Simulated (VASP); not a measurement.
Ag (fcc): the bulk modulus from VASP (plane waves, PAW) at several levels of theory. Static lattice, third-order Birch-Murnaghan fit over five volumes.

```tsv
level	bulk modulus (GPa)	error against measurement
LDA	138	+25.0 %
PBE	89.2	-18.9 %
PBEsol	118	+7.6 %
SCAN	110	-0.2 %
r2SCAN	102	-7.1 %
```

Measured: 110 GPa at 0 K (as given by H. Levämäki et al., Physical Review B (2014), arXiv:1402.3671; corrected for temperature and zero-point phonon effects).

The cell of the LDA run:

```
CELL_PARAMETERS angstrom
      0.00000     2.00161     2.00161
      2.00161     0.00000     2.00161
      2.00161     2.00161     0.00000
ATOMIC_POSITIONS crystal
  Ag 0.00000 0.00000 0.00000
```

Only levels that ran to the end are used. Left out are those held back, those with too coarse a band path, GW runs whose mesh misses a band edge, hybrids' fits of cells that aren't cubic and levels without matching references; a question may draw on a part of the rest.

The compound is Ag in the fcc structure.
